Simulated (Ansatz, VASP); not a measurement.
## Two plane-wave programs on TiSn

```
CELL_PARAMETERS angstrom
0.00000 2.80064 2.80064
2.80064 0.00000 2.80064
2.80064 2.80064 0.00000
ATOMIC_POSITIONS crystal
Ti 0.50000 0.50000 0.50000
Sn 0.00000 0.00000 0.00000
```

Alike in both runs: functional PBE; k mesh 18 × 18 × 18; occupations gaussian, width 0.1 eV; no spin polarisation.

Ansatz relaxed the structure, and its values are those at the end. VASP's run is a single point on that final structure, the one shown.

|  | VASP | Ansatz |
| --- | --- | --- |
| version | VASP 6.6.1 | Ansatz 0.2.0 |
| potentials or method | VASP PAW PBE potentials, release 64 (Ti_sv, Sn_d) | scalar-relativistic, plane waves, PAW |
| plane-wave cutoff (eV) | 520 | 420 |
| valence electrons in the cell | 26 | 26 |

```csv
,VASP,Ansatz,Ansatz less VASP
gap on the k mesh at the Fermi level (eV),none,none,-
pressure (GPa),0.0,0.0,-0.04
```

A gap of «none» marks a metal or a gap that the smearing closes.
